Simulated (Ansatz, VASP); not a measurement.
## NiPt in VASP and in Ansatz

INCAR

```
SYSTEM = NiPt
PREC = Accurate
ENCUT = 520
EDIFF = 1E-6
ISMEAR = -1
SIGMA = 0.1
LREAL = .FALSE.
LASPH = .TRUE.
NELM = 60
ALGO = Normal
ISIF = 2
LWAVE = .FALSE.
LCHARG = .FALSE.
NBANDS = 17
```

File KPOINTS:

```
Automatic mesh
0
G
  11 11 8
  0 0 0
```

The input POSCAR:

```
NiPt
1.0
    2.5156852576      0.0000000000      0.0000000000
    0.0000000000      2.5156852576      0.0000000000
    0.0000000000      0.0000000000      3.3218180310
Ni Pt
1 1
Direct
    0.5000000000      0.5000000000      0.5000000000
    0.0000000000      0.0000000000      0.0000000000
```

Input for Ansatz:

```yaml
crystal:
  lattice:
    - [2.5156852576, 0.0, 0.0]
    - [0.0, 2.5156852576, 0.0]
    - [0.0, 0.0, 3.321818031]
  atoms:
    - { symbol: Ni, position: [0.5, 0.5, 0.5] }
    - { symbol: Pt, position: [0.0, 0.0, 0.0] }
kpoints:
  mp_grid: { grid: [11, 11, 8] }
scf:
  occupations: { method: fermi_dirac, width: 0.1 }
hamiltonian:
  xc: lda
  pseudopotentials: { kind: paw }
output:
  forces: true
  stress: true
  eigenvalues: true
```

Change from the starting cell: volume scaled by 0.8, no spin polarisation, PAW files.

Alike in both runs: task single point; functional LDA; k mesh 11 × 11 × 8; occupations fermi-dirac, width 0.1 eV; no spin polarisation.

|  | VASP | Ansatz |
| --- | --- | --- |
| version | VASP 6.6.1 | Ansatz 0.2.0 |
| potentials or method | VASP PAW LDA potentials, release 64 (Ni, Pt) | PAW with Ansatz's default frozen-core files, scalar-relativistic |
| plane-wave cutoff (eV) | 520 | 420 |
| valence electrons in the cell | 20 | 36 |

VASP gave:

```
pressure (GPa)                                  : 74.1
largest component of the traceless stress (GPa) : 4.19
```

Which values does Ansatz return?

Pressure (GPa): 73.2; largest component of the traceless stress (GPa): 4.00.

The two sets of potentials don't hold the same shells in valence.

Caveats: the cell as given lies far from equilibrium; so large a pressure means that the cell lies far from this level's equilibrium, or that cutoff or potentials fall short (VASP). The runs have no spin-orbit coupling, so splittings on Pt are missing. Spin polarisation is off, so any magnetic state and its effect on volume and gap are missing.
